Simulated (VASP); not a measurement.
Input:

```yaml
crystal:
  lattice:
    - [4.83546, 0.00000, 0.00000]
    - [0.00000, 4.83546, 0.00000]
    - [0.00000, 0.00000, 4.83546]
  atoms:
    - { symbol: Si, position: [0.50000, 0.50000, 0.50000] }
    - { symbol: Si, position: [0.00000, 0.00000, 0.00000] }
    - { symbol: Mo, position: [0.25000, 0.00000, 0.50000] }
    - { symbol: Mo, position: [0.50000, 0.25000, 0.00000] }
    - { symbol: Mo, position: [0.50000, 0.75000, 0.00000] }
    - { symbol: Mo, position: [0.75000, 0.00000, 0.50000] }
    - { symbol: Mo, position: [0.00000, 0.50000, 0.75000] }
    - { symbol: Mo, position: [0.00000, 0.50000, 0.25000] }
```

Computed with LDA (Ceperley-Alder, Perdew-Zunger), VASP's LDA PAW potentials (set 64) (plane waves; VASP). Run with 400 eV cut-off, Gaussian smearing of 0.050 eV, potentials Si Mo_sv.

Task: Give the energies of bands 41 to 54 at the high-symmetry points, in eV from the Fermi level.

Result: 
| band | Γ | X | M | R |
|---|---|---|---|---|
| 41 | -2.28 | -2.59 | -1.35 | -1.89 |
| 42 | -2.28 | -2.59 | -1.35 | -1.89 |
| 43 | -1.66 | -1.75 | -1.22 | -1.21 |
| 44 | -1.66 | -1.75 | -0.90 | -1.21 |
| 45 | 1.27 | 0.27 | -0.90 | -1.21 |
| 46 | 1.27 | 0.27 | -0.77 | -1.21 |
| 47 | 1.27 | 0.93 | -0.76 | -1.21 |
| 48 | 2.15 | 0.93 | -0.59 | -1.21 |
| 49 | 2.46 | 1.54 | -0.11 | 1.29 |
| 50 | 2.46 | 1.54 | 0.26 | 1.29 |
| 51 | 2.72 | 1.62 | 0.81 | 1.29 |
| 52 | 2.73 | 1.62 | 1.07 | 1.29 |
| 53 | 2.77 | 2.35 | 1.07 | 1.29 |
| 54 | 2.81 | 2.35 | 1.95 | 1.29 |

It has no gap at this level: it comes out as a metal or semimetal.

The compound is Mo3Si in the A15 structure. It was relaxed first.
